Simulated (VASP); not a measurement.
# CaZr with BLYP: from relaxation to properties, part 2 of 5

Wanted: the relaxed cell of CaZr and its properties. The cell is invented: it takes the structure of a Materials Project entry for CaPb (space group 123 there), with some of its atoms replaced by other elements, volume scaled by an estimate. It may not be a known or stable phase. The atoms of the start are displaced at random from the sites of a P4/mmm cell.

VASP 6.6.1; BLYP; plane waves and PAW (Zr_sv, Ca_sv); invented cell.

So far: The structure; First try.

## Step 3: Relaxing cell and atoms (BLYP)

Properties are meant for the cell that this level of theory prefers, so cell and atoms are relaxed first (ISIF = 3) until forces and stress are small; EDIFFG sets the threshold.

Input file INCAR:

```
SYSTEM = CaZr
PREC = Accurate
ENCUT = 400
EDIFF = 1E-06
NELM = 100
ISMEAR = 1
SIGMA = 0.2
LREAL = .FALSE.
ALGO = Normal
GGA = B5
ALDAX = 1
AGGAX = 1
AGGAC = 1
ALDAC = 0
LORBIT = 11
LWAVE = .FALSE.
LCHARG = .FALSE.
IBRION = 2
NSW = 60
ISIF = 3
EDIFFG = -0.01
```

Input file POSCAR:

```
CaZr
1.0
    3.4586310000      0.0000000000      0.0000000000
    0.0000000000      3.4586310000      0.0000000000
    0.0000000000      0.0000000000      4.4873820000
Zr Ca
1 1
Direct
    0.5001500000      0.5040960000      0.4978110000
   -0.0022520000     -0.0044630000      0.0033140000
```

Input file KPOINTS:

```
Automatic mesh
0
Gamma
6 6 5
0 0 0
```

Potentials, in the order of the species: Zr_sv and Ca_sv (PBE family, release 64).

Run with:

```
> mpirun -np 1 vasp_std
```

The program printed:

```text
[banner, memory and clock lines left out]
running    1 mpi-ranks, on    1 nodes
 distrk:  each k-point on    1 cores,    1 groups
 distr:  one band on    1 cores,    1 groups

 POSCAR found type information on POSCAR ZrCa
 POSCAR found :  2 types and       2 ions
 [... a notice as in an earlier step ...]

 LDA part: xc-table for (Slater(with rela. corr.)+VWN5), standard interpolation
 POSCAR, INCAR and KPOINTS ok, starting setup
 FFT: planning ... GRIDC
 FFT: planning ... GRID_SOFT
 FFT: planning ... GRID
 WAVECAR not read
 entering main loop
       N       E                     dE             d eps       ncg     rms          rms(c)
DAV:   1     0.177415785241E+03    0.17742E+03   -0.10346E+04  2760   0.118E+03
DAV:   2     0.162450484542E+01   -0.17579E+03   -0.17400E+03  3288   0.355E+02
DAV:   3    -0.830685460537E+01   -0.99314E+01   -0.97117E+01  5353   0.646E+01
DAV:   4    -0.852789264624E+01   -0.22104E+00   -0.22019E+00  3260   0.941E+00
DAV:   5    -0.853535686834E+01   -0.74642E-02   -0.74604E-02  4598   0.121E+00    0.747E+00
DAV:   6    -0.760939729442E+01    0.92596E+00   -0.85168E+00  3404   0.131E+01    0.254E+00
DAV:   7    -0.759770052823E+01    0.11697E-01   -0.36294E-01  3985   0.347E+00    0.182E+00
DAV:   8    -0.760332888508E+01   -0.56284E-02   -0.59913E-02  3650   0.192E+00    0.463E-01
DAV:   9    -0.760475390975E+01   -0.14250E-02   -0.10632E-02  4235   0.651E-01    0.173E-01
DAV:  10    -0.760511176476E+01   -0.35786E-03   -0.15832E-03  3446   0.272E-01    0.483E-02
DAV:  11    -0.760518502574E+01   -0.73261E-04   -0.18710E-04  4130   0.100E-01    0.356E-02
DAV:  12    -0.760518529628E+01   -0.27054E-06   -0.18466E-05  3313   0.444E-02    0.591E-03
DAV:  13    -0.760518492119E+01    0.37509E-06   -0.65260E-06  2885   0.145E-02
   1 F= -.76051849E+01 E0= -.76046506E+01  d E =-.760518E+01
 curvature:   0.00 expect dE= 0.000E+00 dE for cont linesearch  0.000E+00
 trial: gam= 0.00000 g(F)=  0.196E-02 g(S)=  0.166E+00 ort = 0.000E+00 (trialstep = 0.100E+01)
 search vector abs. value=  0.168E+00
 bond charge predicted
       N       E                     dE             d eps       ncg     rms          rms(c)
DAV:   1    -0.936202992010E+01   -0.17568E+01   -0.55596E+01  2956   0.810E+01    0.830E+00
DAV:   2    -0.799968539941E+01    0.13623E+01   -0.78871E+00  3775   0.227E+01    0.430E+00
DAV:   3    -0.763903482865E+01    0.36065E+00   -0.11563E+00  4546   0.890E+00    0.106E+00
DAV:   4    -0.766183559358E+01   -0.22801E-01   -0.30033E-01  4784   0.253E+00    0.915E-01
DAV:   5    -0.768187255156E+01   -0.20037E-01   -0.15562E-02  3509   0.861E-01    0.499E-01
DAV:   6    -0.769617691720E+01   -0.14304E-01   -0.30444E-02  4687   0.805E-01    0.661E-02
DAV:   7    -0.769626832013E+01   -0.91403E-04   -0.44345E-04  3866   0.180E-01    0.299E-02
DAV:   8    -0.769629461709E+01   -0.26297E-04   -0.72178E-05  4448   0.539E-02    0.912E-03
DAV:   9    -0.769629661692E+01   -0.19998E-05   -0.59254E-06  2735   0.224E-02    0.444E-03
DAV:  10    -0.769629648904E+01    0.12788E-06   -0.47410E-07  1779   0.773E-03
   2 F= -.76962965E+01 E0= -.76964960E+01  d E =-.911116E-01
[... from here on, the cycles between the ionic steps are left out ...]
   3 F= -.76976649E+01 E0= -.76978964E+01  d E =-.924800E-01
   4 F= -.77392160E+01 E0= -.77389712E+01  d E =-.415511E-01
   5 F= -.78064030E+01 E0= -.78101582E+01  d E =-.108738E+00
   6 F= -.78062825E+01 E0= -.78097758E+01  d E =-.108618E+00
   7 F= -.78071724E+01 E0= -.78109827E+01  d E =-.889871E-03
   8 F= -.78081726E+01 E0= -.78118600E+01  d E =-.189005E-02
   9 F= -.78081713E+01 E0= -.78118633E+01  d E =-.188879E-02
  10 F= -.78081267E+01 E0= -.78118430E+01  d E =-.184414E-02
  11 F= -.78081699E+01 E0= -.78118649E+01  d E =-.188738E-02
  12 F= -.78084316E+01 E0= -.78122500E+01  d E =-.261628E-03
 trial-energy change:   -0.000262  1 .order   -0.000265   -0.000351   -0.000179
 step:   3.0497(harm=  3.0497)  dis= 0.00512  next Energy=    -7.808528 (dE=-0.358E-03)
 bond charge predicted
       N       E                     dE             d eps       ncg     rms          rms(c)
DAV:   1    -0.780919631387E+01   -0.76451E-03   -0.11411E-01  2760   0.351E+00    0.173E-01
DAV:   2    -0.780871928973E+01    0.47702E-03   -0.33622E-03  3145   0.531E-01    0.886E-02
DAV:   3    -0.780852621586E+01    0.19307E-03   -0.41466E-04  3712   0.143E-01    0.252E-02
DAV:   4    -0.780851680804E+01    0.94078E-05   -0.28770E-05  3920   0.386E-02    0.953E-03
DAV:   5    -0.780851659041E+01    0.21763E-06   -0.31479E-06  2990   0.122E-02
  13 F= -.78085166E+01 E0= -.78124570E+01  d E =-.346658E-03
 curvature:  -1.55 expect dE=-0.143E-04 dE for cont linesearch -0.728E-07
 trial: gam= 0.02906 g(F)=  0.211E-05 g(S)=  0.711E-05 ort =-0.335E-05 (trialstep = 0.180E+01)
 search vector abs. value=  0.923E-05
 reached required accuracy - stopping structural energy minimisation
```

Elapsed: 6.9 min, on 1 MPI rank of AMD EPYC 7R43, shared host; peak memory 0.15 GiB.

Parts of OUTCAR (step 3):

```text
The static configuration has the point symmetry C_1 .

 Found     92 irreducible k-points:

   dimension x,y,z NGX =    24 NGY =   24 NGZ =   30
   dimension x,y,z NGXF=    48 NGYF=   48 NGZF=   60

   ENCUT  =  400.0 eV  29.40 Ry    5.42 a.u.   5.64  5.64  7.32*2*pi/ulx,y,z

   NELECT =      22.0000    total number of electrons

 E-fermi :   5.4933

 k-point     1 :       0.0000    0.0000    0.0000
  band No.  band energies     occupation
    ...
      7     -16.3053      2.00000
      8     -16.3053      2.00000
      9       0.9239      2.00000
     10       3.8168      2.00000
     11       4.5795      2.00000
     12       6.8370     -0.00000
     13       7.4965     -0.00000
     14       7.5100     -0.00000
     15       7.5101     -0.00000

 k-point     2 :       0.1667    0.0000    0.0000
  band No.  band energies     occupation
    ...
      7     -16.3936      2.00000
      8     -16.2966      2.00000
      9       1.4169      2.00000
     10       4.2042      2.00000
     11       4.9033      2.00025
     12       6.1236     -0.00008
     13       7.3452     -0.00000
     14       7.6648     -0.00000
     15       7.6672     -0.00000

  Total        0.0120278      0.0119370      0.0023724     -0.0000697     -0.0009373     -0.0002566
  in kB        0.3344998      0.3319763      0.0659779     -0.0019396     -0.0260662     -0.0071375
  external PRESSURE =       0.2441514 kB  Pullay stress =       0.0000000 kB

  energy-cutoff  :      400.00
  volume of cell :       57.61
      direct lattice vectors                 reciprocal lattice vectors
     3.293116482  0.000026675 -0.000000500     0.303663720 -0.000002459 -0.000006505
     0.000026670  3.293118411 -0.000001802    -0.000002460  0.303663542 -0.000023532
     0.000113805  0.000411666  5.312329877     0.000000029  0.000000103  0.188241322

 POSITION                                       TOTAL-FORCE (eV/Angst)
 -----------------------------------------------------------------------------------
      1.64283      1.64500      2.65941         0.001141      0.004082     -0.001981
      3.28999      0.00060      0.00273        -0.001141     -0.004082      0.001981
 -----------------------------------------------------------------------------------
    total drift:                                0.000027     -0.000067      0.000291

  FREE ENERGIE OF THE ION-ELECTRON SYSTEM (eV)
  ---------------------------------------------------
  free  energy   TOTEN  =        -7.8085165904 eV

  energy  without entropy=       -7.8203377908  energy(sigma->0) =       -7.81245699

 total charge
# of ion       s       p       d       tot
------------------------------------------
    1        2.229   5.907   1.646   9.781
    2        2.089   5.833   0.302   8.224
--------------------------------------------------
tot          4.319  11.740   1.947  18.006

[... 6 parts as in an earlier step ...]

[... 5 further parts left out ...]
```

CONTCAR:

```
CaZr
   1.00000000000000
     3.2931164823199377    0.0000266746397530   -0.0000005004806756
     0.0000266695211720    3.2931184113692864   -0.0000018021818064
     0.0001138052399913    0.0004116655720399    5.3123298772392626
  Zr              Ca
     1     1
Direct
     0.4988469350536654    0.4994593749632771    0.5006107653151876
     0.9990510649463337    0.0001736250367185    0.0005142346848142
```

The k-mesh is coarse for a metal. The PAW data sets were made with PBE, which is usual practice but a small mismatch for other functionals.

The steps of the relaxation:

| step | energy less that of the first step (eV) | largest force (eV/Å) | pressure (GPa) | volume (Å³) |
| --- | --- | --- | --- | --- |
| 1 | 0.0000 | 0.1425 | 3.95 | 53.68 |
| 2 | -0.0911 | 0.0742 | -0.47 | 58.95 |
| 3 | -0.0925 | 0.0651 | -1.06 | 59.86 |
| 4 | -0.1340 | 0.0353 | -1.00 | 59.64 |
| 5 | -0.2012 | 0.0476 | -0.60 | 58.51 |
| 6 | -0.2011 | 0.0447 | -0.63 | 58.58 |
| 7 | -0.2020 | 0.0257 | 0.47 | 57.02 |
| 8 | -0.2030 | 0.0343 | -0.01 | 57.68 |
| 9 | -0.2030 | 0.0340 | -0.01 | 57.65 |
| 10 | -0.2029 | 0.0324 | 0.09 | 57.53 |
| 11 | -0.2030 | 0.0338 | 0.03 | 57.64 |
| 12 | -0.2032 | 0.0190 | 0.02 | 57.62 |
| 13 | -0.2033 | 0.0047 | 0.02 | 57.61 |

| cell as run | before | after | change |
| --- | --- | --- | --- |
| a (Å) | 3.459 | 3.293 | -4.8 % |
| b (Å) | 3.459 | 3.293 | -4.8 % |
| c (Å) | 4.487 | 5.312 | +18.4 % |
| volume (Å³/atom) | 26.84 | 28.81 | +7.3 % |

The atoms that moved most (Å, as changes of fractional coordinates times the final cell):

| atom | dx | dy | dz | length |
| --- | --- | --- | --- | --- |
| Zr1 | -0.004 | -0.015 | 0.015 | 0.022 |
| Ca2 | 0.004 | 0.015 | -0.015 | 0.022 |

Final coordinates:

```cif
data_structure
_symmetry_space_group_name_H-M 'P 1'
_symmetry_Int_Tables_number 1
_cell_length_a 3.2931
_cell_length_b 3.2931
_cell_length_c 5.3123
_cell_angle_alpha 89.996
_cell_angle_beta 89.999
_cell_angle_gamma 89.999
_cell_volume 57.61
loop_
_atom_site_label
_atom_site_type_symbol
_atom_site_fract_x
_atom_site_fract_y
_atom_site_fract_z
_atom_site_occupancy
Zr1 Zr 0.49885 0.49946 0.50061 1
Ca2 Ca 0.99905 0.00017 0.00051 1
```

This step gave:

```
electrons                       : 22
bands                           : 15
irreducible k-points            : 92
symmetry operations             : 1
free energy (TOTEN)             : -7.809 eV
energy at zero smearing         : -7.812 eV
Fermi energy                    : 5.493 eV
pressure                        : 0.02442 GPa
metallic                        : yes
SCF cycles over all ionic steps : 98
```

It ends with a largest force of 0.005 eV/Å and a pressure of 0.02 GPa.

## Step 4: Second relaxation

The basis stayed that of the start cell while the cell moved. A rerun from the cell reached resets it; the error of the finite cutoff stays. The mesh changes with the cell too.

INCAR is that of step 3.

Input file POSCAR:

```
CaZr
1.0
    3.2931174500      0.0000000000      0.0000000000
    0.0000000000      3.2931174500      0.0000000000
    0.0000000000      0.0000000000      5.3123298900
Zr Ca
1 1
Direct
    0.0000000000      0.0000000000      0.5000000000
    0.5000000000      0.5000000000      0.0000000000
```

Input file KPOINTS:

```
Automatic mesh
0
Gamma
6 6 4
0 0 0
```

The cell reached was symmetrised within 0.01 Å before this step, which raises the operations from 1 to 16, which the run then keeps.

Run with:

```
> mpirun -np 1 vasp_std
```

The program printed:

```text
[... set-up lines as in an earlier step ...]
 entering main loop
       N       E                     dE             d eps       ncg     rms          rms(c)
DAV:   1     0.176271220140E+03    0.17627E+03   -0.10684E+04   908   0.118E+03
DAV:   2     0.300754805037E+01   -0.17326E+03   -0.17187E+03  1068   0.357E+02
DAV:   3    -0.838413462775E+01   -0.11392E+02   -0.11326E+02  1765   0.666E+01
DAV:   4    -0.865990850972E+01   -0.27577E+00   -0.27494E+00  1082   0.115E+01
DAV:   5    -0.866903060579E+01   -0.91221E-02   -0.91213E-02  1517   0.142E+00    0.685E+00
DAV:   6    -0.799130073791E+01    0.67773E+00   -0.12210E+01  1068   0.127E+01    0.316E+00
DAV:   7    -0.783353037568E+01    0.15777E+00   -0.98309E-01  1294   0.426E+00    0.212E+00
DAV:   8    -0.782865357495E+01    0.48768E-02   -0.28615E-01  1152   0.263E+00    0.382E-01
DAV:   9    -0.782477549863E+01    0.38781E-02   -0.90832E-02  1277   0.123E+00    0.244E-01
DAV:  10    -0.782467083353E+01    0.10467E-03   -0.48280E-03  1197   0.394E-01    0.870E-02
DAV:  11    -0.782477552557E+01   -0.10469E-03   -0.13487E-03  1427   0.182E-01    0.409E-02
DAV:  12    -0.782478059872E+01   -0.50731E-05   -0.11171E-04  1167   0.733E-02    0.678E-03
DAV:  13    -0.782478087916E+01   -0.28044E-06   -0.92130E-06  1012   0.151E-02
   1 F= -.78247809E+01 E0= -.78274111E+01  d E =-.782478E+01
 curvature:   0.00 expect dE= 0.000E+00 dE for cont linesearch  0.000E+00
 trial: gam= 0.00000 g(F)=  0.000E+00 g(S)=  0.236E-03 ort = 0.000E+00 (trialstep = 0.100E+01)
 search vector abs. value=  0.236E-03
 bond charge predicted
       N       E                     dE             d eps       ncg     rms          rms(c)
DAV:   1    -0.782782212758E+01   -0.30415E-02   -0.88274E-02  1047   0.315E+00    0.381E-01
DAV:   2    -0.782534545366E+01    0.24767E-02   -0.11391E-02  1127   0.883E-01    0.156E-01
DAV:   3    -0.782484902708E+01    0.49643E-03   -0.20091E-03  1414   0.336E-01    0.499E-02
DAV:   4    -0.782487399206E+01   -0.24965E-04   -0.41484E-04  1546   0.111E-01    0.437E-02
DAV:   5    -0.782490747557E+01   -0.33484E-04   -0.32992E-05  1242   0.378E-02    0.200E-02
DAV:   6    -0.782492823011E+01   -0.20755E-04   -0.64572E-05  1501   0.377E-02    0.634E-03
DAV:   7    -0.782492842700E+01   -0.19689E-06   -0.21596E-06   828   0.104E-02
   2 F= -.78249284E+01 E0= -.78275595E+01  d E =-.147548E-03
 trial-energy change:   -0.000148  1 .order   -0.000132   -0.000236   -0.000028
 step:   1.0894(harm=  1.1328)  dis= 0.00000  next Energy=    -7.824930 (dE=-0.149E-03)
 bond charge predicted
       N       E                     dE             d eps       ncg     rms          rms(c)
DAV:   1    -0.782495222294E+01   -0.23993E-04   -0.69706E-04  1040   0.280E-01    0.337E-02
DAV:   2    -0.782493369823E+01    0.18525E-04   -0.88354E-05  1128   0.785E-02    0.137E-02
DAV:   3    -0.782492993657E+01    0.37617E-05   -0.15976E-05  1381   0.299E-02    0.439E-03
DAV:   4    -0.782492998901E+01   -0.52438E-07   -0.29232E-06   872   0.984E-03
   3 F= -.78249300E+01 E0= -.78275598E+01  d E =-.149110E-03
 curvature:  -0.51 expect dE=-0.707E-05 dE for cont linesearch -0.407E-06
 trial: gam= 0.00072 g(F)=  0.256E-65 g(S)=  0.140E-04 ort = 0.138E-04 (trialstep = 0.102E+01)
 search vector abs. value=  0.140E-04
 reached required accuracy - stopping structural energy minimisation
```

It took 51 s on 1 MPI rank; peak memory 0.13 GiB.

OUTCAR, selected parts (step 4):

```text
  LATTYP: Found a simple tetragonal cell.
 ALAT       =     3.2931174500
 C/A-ratio  =     1.6131613800

 Subroutine GETGRP returns: Found 16 space group operations
 (whereof 16 operations were pure point group operations)

The static configuration has the point symmetry D_4h.

 Found     30 irreducible k-points:

   k-points           NKPTS =     30   k-points in BZ     NKDIM =     30   number of bands    NBANDS=     15

   dimension x,y,z NGX =    24 NGY =   24 NGZ =   36
   dimension x,y,z NGXF=    48 NGYF=   48 NGZF=   72

   ENCUT  =  400.0 eV  29.40 Ry    5.42 a.u.   5.37  5.37  8.66*2*pi/ulx,y,z

   NELECT =      22.0000    total number of electrons

 E-fermi :   5.4774

 k-point     1 :       0.0000    0.0000    0.0000
  band No.  band energies     occupation
    ...
      7     -16.3735      2.00000
      8     -16.3735      2.00000
      9       0.8985      2.00000
     10       3.7976      2.00000
     11       4.5732      2.00000
     12       6.7871     -0.00000
     13       7.4335     -0.00000
     14       7.4907     -0.00000
     15       7.4907     -0.00000

 k-point     2 :       0.1667    0.0000    0.0000
  band No.  band energies     occupation
    ...
      7     -16.4530      2.00000
      8     -16.3649      2.00000
      9       1.3899      2.00000
     10       4.1859      2.00000
     11       4.8941      2.00030
     12       6.0923     -0.00012
     13       7.3095     -0.00000
     14       7.6027     -0.00000
     15       7.6478     -0.00000

  Total       -0.0124485     -0.0124485      0.0164069      0.0000000      0.0000000      0.0000000
  in kB       -0.3448001     -0.3448001      0.4544385      0.0000000      0.0000000      0.0000000
  external PRESSURE =      -0.0783872 kB  Pullay stress =       0.0000000 kB

  energy-cutoff  :      400.00
  volume of cell :       57.84
      direct lattice vectors                 reciprocal lattice vectors
     3.296062142  0.000000000 -0.000000000     0.303392338 -0.000000000  0.000000000
     0.000000000  3.296062142  0.000000000    -0.000000000  0.303392338 -0.000000000
    -0.000000000  0.000000000  5.324405314     0.000000000 -0.000000000  0.187814402

 POSITION                                       TOTAL-FORCE (eV/Angst)
 -----------------------------------------------------------------------------------
     -0.00000      0.00000      2.66220        -0.000000      0.000000      0.000000
      1.64803      1.64803     -0.00000         0.000000     -0.000000      0.000000
 -----------------------------------------------------------------------------------
    total drift:                                0.000000     -0.000000     -0.000000

  FREE ENERGIE OF THE ION-ELECTRON SYSTEM (eV)
  ---------------------------------------------------
  free  energy   TOTEN  =        -7.8249299890 eV

  energy  without entropy=       -7.8328195073  energy(sigma->0) =       -7.82755983

 total charge
# of ion       s       p       d       tot
------------------------------------------
    1        2.225   5.908   1.649   9.782
    2        2.090   5.835   0.294   8.219
--------------------------------------------------
tot          4.315  11.743   1.943  18.001

[... 1 part as in an earlier step ...]

[... 7 further parts left out ...]
```

The run keeps the 16 symmetry operations of its start, so it cannot find a distortion of lower symmetry.

Relaxation path:

| step | energy less that of the first step (eV) | largest force (eV/Å) | pressure (GPa) | volume (Å³) |
| --- | --- | --- | --- | --- |
| 1 | 0.0000 | 0.0000 | 0.14 | 57.61 |
| 2 | -0.0001 | 0.0000 | 0.00 | 57.83 |
| 3 | -0.0001 | 0.0000 | -0.01 | 57.84 |

| conventional cell, symmetrised | before | after | change |
| --- | --- | --- | --- |
| a (Å) | 3.293 | 3.296 | +0.1 % |
| b (Å) | 3.293 | 3.296 | +0.1 % |
| c (Å) | 5.312 | 5.324 | +0.2 % |
| volume (Å³/atom) | 28.81 | 28.92 | +0.4 % |

The relaxed structure:

```xyz
2
Lattice="3.2961 0.0000 0.0000 0.0000 3.2961 0.0000 0.0000 0.0000 5.3244" Properties=species:S:1:pos:R:3 pbc="T T T"
Zr    0.0000    0.0000    2.6622
Ca    1.6480    1.6480    0.0000
```

Numbers from this step:

```yaml
irreducible_k_points: 30
symmetry_operations: 16
free_energy_toten: -7.825 eV
energy_at_zero_smearing: -7.828 eV
fermi_energy: 5.477 eV
pressure: -0.007839 GPa
scf_cycles_over_all_ionic_steps: 24
```

It ends with forces that vanish by symmetry and a pressure of -0.01 GPa.

(Continued in part 3 of 5.)

[Lines on the potential files, build, host, timing and source positions are cut from VASP's logs without a mark.]

[Logs are printed without paths, hosts, clocks, repeated set-up lines and the standing remarks that a program may print on its own settings, such as how far it seeks lower states.]

[Hosts, paths, dates, database ids (printed as entryN), source tags and the programs' standing remarks are cut or masked in the printed files.]

[A measured line is paired with the nearest computed mode of its activity, which favours agreement.]
